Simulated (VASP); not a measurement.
Method: PBE GGA, VASP's PBE PAW potentials (set 64) (plane waves; VASP 6.6.1).

VASP input:

### INCAR
```
SYSTEM = GdBi
PREC = Accurate
ENCUT = 300
EDIFF = 1E-6
NELM = 100
ALGO = Normal
LREAL = .FALSE.
LASPH = .TRUE.
ISMEAR = 0
SIGMA = 0.05
GGA = PE
LMAXMIX = 6
LWAVE = .FALSE.
LCHARG = .FALSE.
ISIF = 2
ISPIN = 2
MAGMOM = 7.0 0.0
LORBIT = 11
```

### KPOINTS
```
kpoints
0
gamma
 4 4 4
0 0 0
```

File POSCAR:
```
GdBi
1
    3.9440860000     0.0000000000     0.0000000000
    0.0000000000     3.9440860000     0.0000000000
    0.0000000000     0.0000000000     3.9440860000
Gd Bi
1 1
Direct
  0.0000000000   0.0000000000   0.0000000000
  0.5000000000   0.5000000000   0.5000000000
```

POTCAR, in this order: Gd Bi_d (PBE.64 set). Program: vasp_std.

Output of the run:

### OSZICAR
```
       N       E                     dE             d eps       ncg     rms          rms(c)
DAV:   1     0.213428274403E+03    0.21343E+03   -0.11184E+04  1208   0.233E+03
DAV:   2     0.167367248813E+02   -0.19669E+03   -0.17974E+03  1112   0.328E+02
DAV:   3    -0.120054810596E+02   -0.28742E+02   -0.28342E+02  1160   0.126E+02
DAV:   4    -0.146147838076E+02   -0.26093E+01   -0.26045E+01  1728   0.353E+01
DAV:   5    -0.147193068153E+02   -0.10452E+00   -0.10450E+00  1552   0.742E+00    0.353E+01
DAV:   6    -0.209344426217E+02   -0.62151E+01   -0.18679E+01  1168   0.625E+01    0.643E+01
DAV:   7    -0.173622322797E+02    0.35722E+01   -0.10046E+01  1160   0.451E+01    0.175E+01
DAV:   8    -0.168934091501E+02    0.46882E+00   -0.13990E+00  1296   0.237E+01    0.129E+01
DAV:   9    -0.174367130412E+02   -0.54330E+00   -0.32896E+00  1328   0.172E+01    0.194E+01
DAV:  10    -0.168257821137E+02    0.61093E+00   -0.99360E-01  1264   0.145E+01    0.472E+00
DAV:  11    -0.168695857220E+02   -0.43804E-01   -0.18255E-01  1504   0.412E+00    0.345E+00
DAV:  12    -0.168779239370E+02   -0.83382E-02   -0.28001E-02  1496   0.120E+00    0.303E+00
DAV:  13    -0.168758937959E+02    0.20301E-02   -0.24587E-02  1424   0.143E+00    0.139E+00
DAV:  14    -0.168764703811E+02   -0.57659E-03   -0.20844E-02  1448   0.212E+00    0.141E+00
DAV:  15    -0.168770607871E+02   -0.59041E-03   -0.76325E-03  1416   0.854E-01    0.958E-01
DAV:  16    -0.168767149441E+02    0.34584E-03   -0.11241E-03  1592   0.448E-01    0.804E-01
DAV:  17    -0.168751276596E+02    0.15873E-02   -0.40740E-03  1328   0.930E-01    0.342E-01
DAV:  18    -0.168754987186E+02   -0.37106E-03   -0.23431E-03  1624   0.538E-01    0.380E-01
DAV:  19    -0.168757884906E+02   -0.28977E-03   -0.63322E-04  1552   0.149E-01    0.401E-01
DAV:  20    -0.168757867624E+02    0.17283E-05   -0.28551E-05  1464   0.416E-02    0.444E-01
DAV:  21    -0.168757710382E+02    0.15724E-04   -0.24388E-05  1504   0.458E-02    0.487E-01
DAV:  22    -0.168757880725E+02   -0.17034E-04   -0.63101E-05  1344   0.610E-02    0.493E-01
DAV:  23    -0.168758442958E+02   -0.56223E-04   -0.98042E-05  1296   0.766E-02    0.606E-01
DAV:  24    -0.168758977189E+02   -0.53423E-04   -0.23987E-04  1224   0.161E-01    0.790E-01
DAV:  25    -0.168754918726E+02    0.40585E-03   -0.14755E-03  1184   0.316E-01    0.109E+00
DAV:  26    -0.168759026997E+02   -0.41083E-03   -0.24414E-03  1288   0.600E-01    0.670E-01
DAV:  27    -0.168758994007E+02    0.32991E-05   -0.22924E-04  1392   0.192E-01    0.789E-01
DAV:  28    -0.168759096904E+02   -0.10290E-04   -0.20441E-05  1376   0.363E-02    0.786E-01
DAV:  29    -0.168759155646E+02   -0.58742E-05   -0.40215E-06   992   0.105E-02    0.800E-01
DAV:  30    -0.168759158974E+02   -0.33284E-06   -0.25499E-07   592   0.425E-03
   1 F= -.16875916E+02 E0= -.16872016E+02  d E =-.779946E-02  mag=     7.0310
```

### OUTCAR
```
------------------------ aborting loop because EDIFF is reached ----------------------------------------
  FORCE on cell =-STRESS in cart. coord.  units (eV):
  Direction    XX          YY          ZZ          XY          YZ          ZX
  --------------------------------------------------------------------------------------
  Total       -0.4757463     -0.4757463     -0.4757463      0.0000000     -0.0000000     -0.0000000
  in kB      -12.4235823    -12.4235823    -12.4235823      0.0000000     -0.0000000     -0.0000000
  external PRESSURE =     -12.4235823 kB  Pullay stress =       0.0000000 kB
  volume of cell :       61.35
      direct lattice vectors                 reciprocal lattice vectors
     3.944086000  0.000000000  0.000000000     0.253544167  0.000000000  0.000000000
     0.000000000  3.944086000  0.000000000     0.000000000  0.253544167  0.000000000
     0.000000000  0.000000000  3.944086000     0.000000000  0.000000000  0.253544167
 POSITION                                       TOTAL-FORCE (eV/Angst)
 -----------------------------------------------------------------------------------
      0.00000      0.00000      0.00000         0.000000      0.000000      0.000000
      1.97204      1.97204      1.97204         0.000000      0.000000      0.000000
 -----------------------------------------------------------------------------------
    total drift:                               -0.000000      0.000000     -0.000000
  FREE ENERGIE OF THE ION-ELECTRON SYSTEM (eV)
  ---------------------------------------------------
  free  energy   TOTEN  =       -16.8759158974 eV

  energy  without entropy=      -16.8681164403  energy(sigma->0) =      -16.87201617

 total charge

# of ion       s       p       d       f       tot
--------------------------------------------------
    1        2.025   5.570   0.481   7.114  15.190
    2        1.460   1.596   9.883   0.000  12.939
--------------------------------------------------
tot          3.485   7.166  10.364   7.114  28.129

 magnetization (x)

# of ion       s       p       d       f       tot
--------------------------------------------------
    1       -0.002  -0.065   0.158   6.688   6.778
    2       -0.001  -0.112   0.005   0.000  -0.108
--------------------------------------------------
tot         -0.004  -0.177   0.162   6.688   6.670
```
(Selected blocks of OUTCAR.)

At this cut-off the stress carries a Pulay error, which pulls relaxed volumes low.

The structure was generated: GdBi was put into an ordered model structure, which need not be its known phase. The cell was not relaxed at this level. The k-mesh is coarse (spacing up to 0.40 per Å, 2π included), so the numbers may not be converged in it. The run is one of a series of settings (KPOINTS 4×4×4 Γ-centred mesh against the base run), some of them coarse on purpose.
